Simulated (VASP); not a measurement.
Crystal: Al2W3.

```
Al W
1.0
     4.41040    0.00000    0.00000
    -2.20520    3.81952    0.00000
     0.00000    0.00000    5.96753
Al W
2 3
Direct
  0.33333 0.66667 0.50000
  0.66667 0.33333 0.50000
  0.33333 0.66667 0.00000
  0.66667 0.33333 0.00000
  0.00000 0.00000 0.00000
```

The cell was built by a generator and needn't be a form met in nature.

```yaml
Program: VASP 6.6.1
Task: relaxation of cell and atoms
Functional: PBE
Potentials_or_basis: VASP PAW PBE potentials, release 64 (Al, W_sv)
Cutoff: 520 eV
k_mesh: 5 × 5 × 3
Occupations: gaussian, width 0.15 eV
Spin: no spin polarisation
```

At the start: pressure 16.5 GPa; volume 20.11 Å³/atom.

Task: Where does the relaxation end?

Result: Over 9 steps the energy falls by 427.4 meV/atom and the volume is 19.90 Å³/atom (-1.0 %); space group P6/mmm (No. 191, to 0.05 Å).

The path:
```
step  energy change (eV)  largest force (eV/Å)  pressure (GPa)  volume (Å³)
   1              0.0000                0.0000           16.47       100.53
   2              0.6326                0.0000          -21.73       131.24
   3             -1.3303                0.0000           -9.67       113.42
   4             -1.3387                0.0000           -8.56       112.43
   5             -1.8647                0.0000           -3.13       102.03
   6             -1.8603                0.0000           -4.71       103.93
   7             -2.0707                0.0000           -4.69       102.93
   8             -2.0238                0.0000            7.37        95.22
   9             -2.1372                0.0000           -0.08        99.49
```

Final structure:
```
Al W
1.0
     4.72419    0.00000    0.00000
    -2.36209    4.09127    0.00000
     0.00000    0.00000    5.14763
Al W
2 3
Direct
  0.33333 0.66667 0.50000
  0.66667 0.33333 0.50000
  0.33333 0.66667 0.00000
  0.66667 0.33333 0.00000
  0.00000 0.00000 0.00000
```
